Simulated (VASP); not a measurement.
Calculation: rev-vdW-DF2, VASP's PBE PAW potentials (set 64) (plane waves; VASP).

A VASP calculation is set up with these files.

INCAR:
```
LMAXMIX = 4   ! l cut-off of mixed one-centre charges
PARAM2 = 0.7114
ISPIN = 2   ! spin-polarised
GGA = MK
EDIFF = 1E-7   ! SCF stop (eV)
LASPH = .TRUE.
LREAL = .FALSE.   ! projection in real space or not
SYSTEM = MnF2
AGGAC = 0.0
SIGMA = 0.05
MAGMOM = 4.5 -4.5 -0.0 2*0.0 -0.0
ALGO = Normal
LORBIT = 11   ! lm-projected
LUSE_VDW = .TRUE.
ZAB_VDW = -1.8867
ICHARG = 11
ENCUT = 520   ! plane-wave cut-off (eV)
LCHARG = .FALSE.
PREC = Accurate
ISMEAR = 0   ! Gaussian
LWAVE = .FALSE.
NELM = 100
PARAM1 = 0.1234568
```

File KPOINTS:
```
k-points along high-symmetry lines
8
Line-mode
Reciprocal
  0.000000   0.000000   0.000000 ! GAMMA
  0.500000   0.500000   0.000000 ! Y

  0.500000   0.500000   0.000000 ! Y
  0.500000   0.500000   0.000000 ! C_0

  0.500000  -0.500000   0.000000 ! SIGMA_0
  0.000000   0.000000   0.000000 ! GAMMA

  0.000000   0.000000   0.000000 ! GAMMA
  0.000000   0.000000   0.500000 ! Z

  0.000000   0.000000   0.500000 ! Z
  0.500000  -0.500000   0.500000 ! A_0

  0.500000   0.500000   0.500000 ! E_0
  0.500000   0.500000   0.500000 ! T

  0.500000   0.500000   0.500000 ! T
  0.500000   0.500000   0.000000 ! Y

  0.000000   0.000000   0.000000 ! GAMMA
  0.500000  -0.000000   0.000000 ! S

  0.500000  -0.000000   0.000000 ! S
  0.500000  -0.000000   0.500000 ! R

  0.500000  -0.000000   0.500000 ! R
  0.000000   0.000000   0.500000 ! Z

  0.000000   0.000000   0.500000 ! Z
  0.500000   0.500000   0.500000 ! T
```

File POSCAR:
```
MnF2
1
    4.8706048957    -0.0000000000     0.0000000000
    0.0000000000     4.8706048957     0.0000000000
    0.0000000000     0.0000000000     3.3065808539
Mn F
2 4
Direct
  0.0000000000   0.0000000000   0.0000000000
  0.5000000000   0.5000000000   0.5000000000
  0.3029814485   0.3029814485   0.0000000000
  0.8029814485   0.1970185515   0.5000000000
  0.1970185515   0.8029814485   0.5000000000
  0.6970185515   0.6970185515   0.0000000000
```

POTCAR, in this order: Mn_pv F (PBE.64 set). Program: vasp_std. Read from the step before: CHGCAR.

The run wrote:

**OSZICAR**
```
       N       E                     dE             d eps       ncg     rms          rms(c)
DAV:   1     0.674945239032E+03    0.67495E+03   -0.31837E+04 11584   0.192E+03
DAV:   2     0.345206490567E+02   -0.64042E+03   -0.61431E+03 13032   0.540E+02
DAV:   3    -0.253973972733E+02   -0.59918E+02   -0.59422E+02 12376   0.172E+02
DAV:   4    -0.268195043159E+02   -0.14221E+01   -0.14211E+01 12352   0.279E+01
DAV:   5    -0.268466368280E+02   -0.27133E-01   -0.27129E-01 12384   0.396E+00
DAV:   6    -0.268474529713E+02   -0.81614E-03   -0.81614E-03 12592   0.666E-01
DAV:   7    -0.268474863653E+02   -0.33394E-04   -0.33394E-04 12728   0.130E-01
DAV:   8    -0.268474879355E+02   -0.15702E-05   -0.15702E-05 12152   0.264E-02
DAV:   9    -0.268474880186E+02   -0.83028E-07   -0.83036E-07 10144   0.589E-03
   1 F= -.26847488E+02 E0= -.26847488E+02  d E =-.230234E-14  mag=     0.0000
```

File OUTCAR:
```



 magnetization (x)

# of ion       s       p       d       tot
------------------------------------------
    1        0.015   0.013   4.492   4.520
    2       -0.015  -0.013  -4.492  -4.520
    3       -0.002  -0.028   0.000  -0.030
    4        0.002   0.028   0.000   0.030
    5        0.002   0.028   0.000   0.030
    6       -0.002  -0.028   0.000  -0.030
--------------------------------------------------
tot          0.000   0.000  -0.000  -0.000
```
(Selected blocks of OUTCAR.)

File OUTCAR:
```
 val. band max:        2.6051125096   @ k =   0.2857  -0.2857   0.5000

 cond. band min:       4.7214670787   @ k =   0.0000   0.0000   0.0000



 spin component 1

 k-point     1 :       0.0000    0.0000    0.0000
  band No.  band energies     occupation
      1     -46.7314      1.00000
      2     -46.6655      1.00000
      3     -46.6639      1.00000
      4     -42.0195      1.00000
      5     -41.9527      1.00000
      6     -41.9519      1.00000
      7     -21.2933      1.00000
      8     -20.7632      1.00000
      9     -20.7509      1.00000
     10     -20.6961      1.00000
     11      -4.8766      1.00000
     12      -3.8982      1.00000
     13      -3.4866      1.00000
     14      -3.3152      1.00000
     15      -2.9156      1.00000
     16      -2.8860      1.00000
     17      -2.8629      1.00000
     18      -2.8332      1.00000
     19      -1.9476      1.00000
     20      -1.5846      1.00000
     21      -1.5690      1.00000
     22      -1.2736      1.00000
     23       0.9315      1.00000
     24       1.1925      1.00000
     25       1.3556      1.00000
     26       2.2453      1.00000
     27       2.5104      1.00000
     28       4.7215      0.00000
     29       5.0020      0.00000
     30       5.4891      0.00000
     31       5.4898      0.00000
     32       6.4469      0.00000

 k-point     2 :       0.0714    0.0714    0.0000
  band No.  band energies     occupation
      1     -46.7314      1.00000
      2     -46.6655      1.00000
      3     -46.6639      1.00000
      4     -42.0195      1.00000
      5     -41.9527      1.00000
      6     -41.9519      1.00000
      7     -21.2819      1.00000
      8     -20.7753      1.00000
      9     -20.7525      1.00000
     10     -20.6950      1.00000
     11      -4.8381      1.00000
     12      -3.8832      1.00000
     13      -3.4655      1.00000
     14      -3.3170      1.00000
     15      -2.9647      1.00000
...
```

The density is held fixed in this step, so its total energy and stress have no physical meaning.

The compound is MnF2 in the rutile structure. It was relaxed first.
